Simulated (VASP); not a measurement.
Here is a VASP 6.6.1 calculation.

The input INCAR:

```
ALGO     = Fast           # electronic algorithm
EDIFF    = 1E-6           # SCF threshold, eV
ENCUT    = 520            # plane-wave cutoff, eV
GGA      = PE             # functional
ISIF     = 2              # what is computed and relaxed
ISMEAR   = 0              # smearing method
IVDW     = 12             # dispersion correction
LASPH    = T              # aspherical terms in the spheres
LCHARG   = F              # write CHGCAR
LREAL    = F              # projectors in reciprocal space
LWAVE    = F              # write WAVECAR
NBANDS   = 18             # bands
NELM     = 100            # most SCF steps
PREC     = Accurate       # precision mode
SIGMA    = 0.1            # smearing width, eV
```

Contents of KPOINTS:

```
k-points
0
Gamma
  12 12 6
```

File POSCAR:

```
Rb2As
1.0
    4.1194992054      0.0000000000      0.0000000000
    0.0000000000      4.1194992054      0.0000000000
    0.0000000000      0.0000000000      8.1187782067
Rb As
2 1
Direct
    0.5000000000      0.5000000000      0.7682087081
    0.5000000000      0.5000000000      0.2317912919
    0.0000000000      0.0000000000      0.0000000000
```

Potentials or basis: VASP PAW PBE potentials, release 64 (Rb_sv, As).

The run is started by

```bash
$ cat potpaw_PBE.64/Rb_sv/POTCAR potpaw_PBE.64/As/POTCAR > POTCAR
$ mpirun -np 1 vasp_std > vasp.out
```

**Question.** Estimate the band gap on the k mesh.

**Answer.** None (metal or under the smearing width).

**Question.** Predict the dispersion energy per atom.

**Answer.** -0.200 eV.

Forces in eV/Å, atoms in the order of the input:
```
Rb   0.000  0.000 -0.010
Rb   0.000  0.000  0.010
As   0.000  0.000  0.000
```
